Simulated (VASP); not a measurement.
Calculation: LDA (Ceperley-Alder, Perdew-Zunger), VASP's LDA PAW potentials (set 64) (plane waves; VASP).

VASP ran on this input.

POSCAR:
```
Cd
1.0
  1.4571310982  -2.5238253722   0.0000000000
  1.4571310982   2.5238253722   0.0000000000
  0.0000000000   0.0000000000   5.3953774587
Cd
2
Cart
  1.4571310982   0.8412768066   1.3488443647
  1.4571310982  -0.8412768066   4.0465330940
```

File KPOINTS:
```
Automatic mesh
0
Gamma
13 13 6
0 0 0
```

**INCAR**
```
SYSTEM = Cd
PREC = Accurate
ENCUT = 400
EDIFF = 1E-8
NELM = 100
ALGO = Normal
LREAL = .FALSE.
LASPH = .TRUE.
ISMEAR = 1
SIGMA = 0.1
LMAXMIX = 4
LWAVE = .FALSE.
LCHARG = .FALSE.
IBRION = 1
ISIF = 2
NSW = 30
EDIFFG = -0.001
```

POTCAR, in this order: Cd (LDA.64 set). Program: vasp_std.

The run wrote:

**OUTCAR**
```
 ion  position               nearest neighbor table
   1  0.333  0.667  0.250-   2 3.18   2 3.18   2 3.18   2 3.18   2 3.18   2 3.18
   2  0.667  0.333  0.750-   1 3.18   1 3.18   1 3.18   1 3.18   1 3.18   1 3.18
  LATTYP: Found a hexagonal cell.
 ALAT       =     2.9142624361
 C/A-ratio  =     1.8513697983
 Subroutine PRICEL returns:
 Original cell was already a primitive cell.
 Subroutine GETGRP returns: Found 24 space group operations
The static configuration has the point symmetry D_3d.
 The point group associated with its full space group is D_6h.
The dynamic configuration has the point symmetry D_3d.
 Subroutine INISYM returns: Found 24 space group operations
 Subroutine IBZKPT returns following result:
 Found     84 irreducible k-points:

 Following reciprocal coordinates:
            Coordinates               Weight
  0.000000  0.000000  0.000000      1.000000
  0.076923 -0.000000  0.000000      6.000000
  0.153846 -0.000000  0.000000      6.000000
  0.230769 -0.000000  0.000000      6.000000
  0.307692 -0.000000  0.000000      6.000000
  0.384615 -0.000000  0.000000      6.000000
  0.461538 -0.000000  0.000000      6.000000
  0.076923  0.076923  0.000000      6.000000
  0.153846  0.076923  0.000000     12.000000
  0.230769  0.076923  0.000000     12.000000
  0.307692  0.076923  0.000000     12.000000
  0.384615  0.076923  0.000000     12.000000
  0.461538  0.076923  0.000000      6.000000
  0.153846  0.153846  0.000000      6.000000
  0.230769  0.153846  0.000000     12.000000
  0.307692  0.153846  0.000000     12.000000
  0.384615  0.153846  0.000000     12.000000
  0.230769  0.230769  0.000000      6.000000
  0.307692  0.230769  0.000000     12.000000
  0.384615  0.230769  0.000000      6.000000
  0.307692  0.307692  0.000000      6.000000
  0.000000  0.000000  0.166667      2.000000
  0.076923 -0.000000  0.166667     12.000000
  0.153846 -0.000000  0.166667     12.000000
  0.230769 -0.000000  0.166667     12.000000
  0.307692 -0.000000  0.166667     12.000000
  0.384615 -0.000000  0.166667     12.000000
  0.461538 -0.000000  0.166667     12.000000
  0.076923  0.076923  0.166667     12.000000
  0.153846  0.076923  0.166667     24.000000
  0.230769  0.076923  0.166667     24.000000
  0.307692  0.076923  0.166667     24.000000
  0.384615  0.076923  0.166667     24.000000
  0.461538  0.076923  0.166667     12.000000
  0.153846  0.153846  0.166667     12.000000
  0.230769  0.153846  0.166667     24.000000
  0.307692  0.153846  0.166667     24.000000
  0.384615  0.153846  0.166667     24.000000
  0.230769  0.230769  0.166667     12.000000
  0.307692  0.230769  0.166667     24.000000
   k-points           NKPTS =     84   k-points in BZ     NKDIM =     84   number of bands    NBANDS=     16
   number of dos      NEDOS =    301   number of ions     NIONS =      2
   total plane-waves  NPLWV =  14400
   dimension x,y,z NGX =    20 NGY =   20 NGZ =   36
   dimension x,y,z NGXF=    40 NGYF=   40 NGZF=   72
   ions per type =               2
   PREC   = accura    normal or accurate (medium, high low for compatibility)
   ISTART =      0    job   : 0-new  1-cont  2-samecut
   ICHARG =      2    charge: 1-file 2-atom 10-const
   ISPIN  =      1    spin polarized calculation?
   LNONCOLLINEAR =      F non collinear calculations
   LSORBIT =      F    spin-orbit coupling
   INIWAV =      1    electr: 0-lowe 1-rand  2-diag
   ENCUT  =  400.0 eV  29.40 Ry    5.42 a.u.   4.75  4.75  8.80*2*pi/ulx,y,z
   NELM   =    100;   NELMIN=  2; NELMDL= -5     # of ELM steps
   EDIFF  = 0.1E-07   stopping-criterion for ELM
   LREAL  =      F    real-space projection
...
```

### OSZICAR
```
       N       E                     dE             d eps       ncg     rms          rms(c)
DAV:   1     0.148854844534E+03    0.14885E+03   -0.11797E+04  2688   0.126E+03
DAV:   2    -0.304035323284E+00   -0.14916E+03   -0.14637E+03  2776   0.354E+02
DAV:   3    -0.322602294200E+01   -0.29220E+01   -0.29189E+01  3312   0.594E+01
DAV:   4    -0.322944990953E+01   -0.34270E-02   -0.34269E-02  3216   0.176E+00
DAV:   5    -0.322945916622E+01   -0.92567E-05   -0.92568E-05  3352   0.878E-02    0.580E+00
DAV:   6    -0.307170576048E+01    0.15775E+00   -0.39213E-01  2944   0.856E+00    0.439E+00
DAV:   7    -0.305300361275E+01    0.18702E-01   -0.40405E-02  3128   0.204E+00    0.183E+00
DAV:   8    -0.305052707935E+01    0.24765E-02   -0.45528E-03  3072   0.104E+00    0.101E-01
DAV:   9    -0.305053551640E+01   -0.84370E-05   -0.16846E-05  3408   0.526E-02    0.391E-02
DAV:  10    -0.305054157743E+01   -0.60610E-05   -0.54892E-06  3120   0.303E-02    0.278E-03
DAV:  11    -0.305054161269E+01   -0.35263E-07   -0.94945E-08  3248   0.349E-03    0.110E-03
DAV:  12    -0.305054161151E+01    0.11869E-08   -0.53552E-09  2072   0.673E-04
   1 F= -.30505416E+01 E0= -.30505363E+01  d E =-.305054E+01
```

OUTCAR:
```
------------------------ aborting loop because EDIFF is reached ----------------------------------------
  FORCE on cell =-STRESS in cart. coord.  units (eV):
  Direction    XX          YY          ZZ          XY          YZ          ZX
  --------------------------------------------------------------------------------------
  Total        0.0022411      0.0022411     -0.0085513      0.0000000      0.0000000      0.0000000
  in kB        0.0904826      0.0904826     -0.3452513      0.0000000      0.0000000      0.0000000
  external PRESSURE =      -0.0547620 kB  Pullay stress =       0.0000000 kB
  volume of cell :       39.68
      direct lattice vectors                 reciprocal lattice vectors
     1.457131098 -2.523825372  0.000000000     0.343140024 -0.198111963  0.000000000
     1.457131098  2.523825372  0.000000000     0.343140024  0.198111963  0.000000000
     0.000000000  0.000000000  5.395377459     0.000000000  0.000000000  0.185343844
 POSITION                                       TOTAL-FORCE (eV/Angst)
 -----------------------------------------------------------------------------------
      1.45713      0.84128      1.34884         0.000000      0.000000      0.000000
      1.45713     -0.84128      4.04653        -0.000000     -0.000000      0.000000
 -----------------------------------------------------------------------------------
    total drift:                               -0.000000      0.000184      0.000002
  FREE ENERGIE OF THE ION-ELECTRON SYSTEM (eV)
  ---------------------------------------------------
  free  energy   TOTEN  =        -3.0505416115 eV

  energy  without entropy=       -3.0505256850  energy(sigma->0) =       -3.05053630

 reached required accuracy - stopping structural energy minimisation
```
(Selected blocks of OUTCAR.)

The compound is Cd in the hcp structure. It was relaxed first, which changed the volume by -8 %. The start is the result of an earlier pass.
